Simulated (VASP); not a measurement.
Crystal: AgB.

```
Ag B
1.0
     2.94002    0.00000    0.00000
     0.00000    2.94002    0.00000
     0.00000    0.00000    2.94002
Ag B
1 1
Cartesian
  0.0000 0.0000 0.0000
  1.4700 1.4700 1.4700
```

The cell was built by a generator and needn't be a form met in nature.

| Item | Value |
| --- | --- |
| Program | VASP 6.6.1 |
| Task | relaxation of cell and atoms |
| Functional | LDA |
| Potentials or basis | VASP PAW LDA potentials, release 64 (Ag, B) |
| Cutoff | 600 eV |
| k mesh | 6 × 6 × 6 |
| Occupations | fermi-dirac, width 0.1 eV |
| Spin | no spin polarisation |

At the start: pressure -13.5 GPa; volume 12.71 Å³/atom.

Task: Where does the relaxation end?

Result: Over 3 steps the energy falls by 65.0 meV/atom and the volume is 11.35 Å³/atom (-10.6 %); space group Pm-3m (No. 221, to 0.05 Å).

Step by step:
| step | energy change (eV) | largest force (eV/Å) | pressure (GPa) | volume (Å³) |
| --- | --- | --- | --- | --- |
| 1 | 0.0000 | 0.0000 | -13.51 | 25.41 |
| 2 | -0.1032 | 0.0000 | 8.83 | 21.67 |
| 3 | -0.1301 | 0.0000 | 0.11 | 22.71 |

Final structure:
```
Ag B
1.0
     2.83175    0.00000    0.00000
     0.00000    2.83175    0.00000
     0.00000    0.00000    2.83175
Ag B
1 1
Cartesian
  0.0000 0.0000 0.0000
  1.4159 1.4159 1.4159
```
